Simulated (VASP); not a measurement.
Wanted: the native input for a VASP 6.6.1 run.

```yaml
Task: single point
Functional: PBE
Potentials_or_basis: VASP PAW PBE potentials, release 64 (Be, Ag)
Cutoff: 520 eV
k_mesh: 10 × 10 × 10
Occupations: gaussian, width 0.1 eV
Spin: no spin polarisation
Dipole_correction: no
Further_INCAR_settings: ALGO = Fast; EDIFF = 1e-06; NBANDS = 18
```

The structure of Be4Ag lies in POSCAR:

```
Be4Ag
1.0
    0.0000000000      3.0645795865      3.0645795865
    3.0645795865      0.0000000000      3.0645795865
    3.0645795865      3.0645795865      0.0000000000
Be Ag
4 1
Direct
    0.8748743480      0.3753769560      0.8748743480
    0.8748743480      0.8748743480      0.8748743480
    0.3753769560      0.8748743480      0.8748743480
    0.8748743480      0.8748743480      0.3753769560
    0.2500000000      0.2500000000      0.2500000000
```

The cell was built by a generator and needn't be a form met in nature.

The cell isn't the ideal one: random cell by space group and Wyckoff sites (F-43m, No. 216).

One way to write it, as run:

INCAR

```
PREC     = Accurate       # precision mode
ENCUT    = 520            # plane-wave cutoff, eV
EDIFF    = 1E-6           # SCF threshold, eV
ISMEAR   = 0              # smearing method
SIGMA    = 0.1            # smearing width, eV
LREAL    = False          # projectors in reciprocal space
LASPH    = True           # aspherical terms in the spheres
NELM     = 100            # most SCF steps
ALGO     = Fast           # electronic algorithm
ISIF     = 2              # what is computed and relaxed
LWAVE    = False          # write WAVECAR
LCHARG   = False          # write CHGCAR
GGA      = PE             # functional
NBANDS   = 18             # bands
```

KPOINTS

```
Automatic mesh
0
Gamma
  10 10 10
```

Potentials or basis: VASP PAW PBE potentials, release 64 (Be, Ag).

Run with:

```console
$ cat potpaw_PBE.64/Be/POTCAR potpaw_PBE.64/Ag/POTCAR > POTCAR
$ mpirun -np 1 vasp_std > vasp.out
```

Results of the run:

* Pressure: 0.1 GPa
* Band gap on the k mesh: none (metal or under the smearing width)

It took 35 s on 1 thread of Intel(R) Xeon(R) Platinum 8488C (Sapphire Rapids), on a shared host, peak memory 0.2 GiB.
